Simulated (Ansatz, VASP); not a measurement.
This is a calculation of NaMg6Ti for VASP 6.6.1. The cell comes from a database or a generator and needn't be the stable form of this composition.

INCAR

```
SYSTEM = NaMg6Ti
PREC     = Accurate       ! precision mode
ENCUT    = 520            ! plane-wave cutoff, eV
EDIFF    = 1E-7           ! SCF threshold, eV
ISMEAR   = -1             ! smearing method
SIGMA    = 0.05           ! smearing width, eV
LREAL    = .FALSE.        ! projectors in reciprocal space
LASPH    = .TRUE.         ! aspherical terms in the spheres
NELM     = 80             ! most SCF steps
ALGO     = Normal         ! electronic algorithm
ISIF     = 2              ! what is computed and relaxed
LWAVE    = .FALSE.        ! write WAVECAR
LCHARG   = .FALSE.        ! write CHGCAR
GGA      = PE             ! functional
NBANDS   = 26             ! bands
```

The input KPOINTS:

```
regular mesh
0
G
  5 5 5
  0 0 0
```

File POSCAR:

```
NaMg6Ti
1.0
    5.1568040000      0.0000000000      0.0000000000
    0.0000000000      3.1992795000      5.5539075000
    0.0000000000     -3.1992795000      5.5539075000
Ti Mg Na
1 6 1
Direct
    0.0000000000      0.8409330000      0.8409330000
    0.5000000000      0.1671120000      0.1671120000
    0.5000000000      0.1525960000      0.6733220000
    0.5000000000      0.6733220000      0.1525960000
    0.0000000000      0.3351720000      0.3351720000
    0.0000000000      0.3321360000      0.8324760000
    0.0000000000      0.8324760000      0.3321360000
    0.5000000000      0.6662520000      0.6662520000
```

Potentials or basis: VASP PAW PBE potentials, release 64 (Ti_sv, Mg, Na_pv).

Launch:

```bash
$ cat potpaw_PBE.64/Ti_sv/POTCAR potpaw_PBE.64/Mg/POTCAR potpaw_PBE.64/Na_pv/POTCAR > POTCAR
$ mpirun -np 1 vasp_std > vasp.out
```

**Question.** Translate it to Ansatz 0.2.0. Potentials or basis there: Ansatz PAW, cutoff 420 eV.

**Answer.** As run (cutoffs and basis follow the program's own potentials, and thresholds, step limits or extra output files can differ):

input.yaml

```yaml
crystal:
  lattice:
    - [5.156804, 0.0, 0.0]
    - [0.0, 3.1992795, 5.5539075]
    - [0.0, -3.1992795, 5.5539075]
  atoms:
    - { symbol: Ti, position: [0.0, 0.840933, 0.840933] }
    - { symbol: Mg, position: [0.5, 0.167112, 0.167112] }
    - { symbol: Mg, position: [0.5, 0.152596, 0.673322] }
    - { symbol: Mg, position: [0.5, 0.673322, 0.152596] }
    - { symbol: Mg, position: [0.0, 0.335172, 0.335172] }
    - { symbol: Mg, position: [0.0, 0.332136, 0.832476] }
    - { symbol: Mg, position: [0.0, 0.832476, 0.332136] }
    - { symbol: Na, position: [0.5, 0.666252, 0.666252] }
hamiltonian:
  xc: pbe
  pseudopotentials: { kind: paw }
kpoints:
  mp_grid: { grid: [5, 5, 5] }
scf:
  occupations: { method: fermi_dirac, width: 0.05 }
output:
  forces: true
  stress: true
  eigenvalues: true
```

Potentials or basis: Ansatz PAW.

The run is started by

```sh
$ ansatz run input.yaml --threads 4 --pin off --max-ram 10240MiB --backend cpu --events-out ev --progress --plain --runs-dir out
```

Both were run:

|  | VASP | Ansatz |
| --- | --- | --- |
| Pressure | -0.3 GPa | -0.2 GPa |
| Largest force | 0.127 eV/Å | 0.125 eV/Å |

Ansatz's pressure holds a Pulay term of +0.00 GPa for its cutoff of 420 eV, which the other run lacks.

The potentials hold 31 and 81 valence electrons a cell.

Where Ansatz's input types no cutoff or centring, it takes its own default and a Γ-centred mesh.

Pressure is positive in compression.
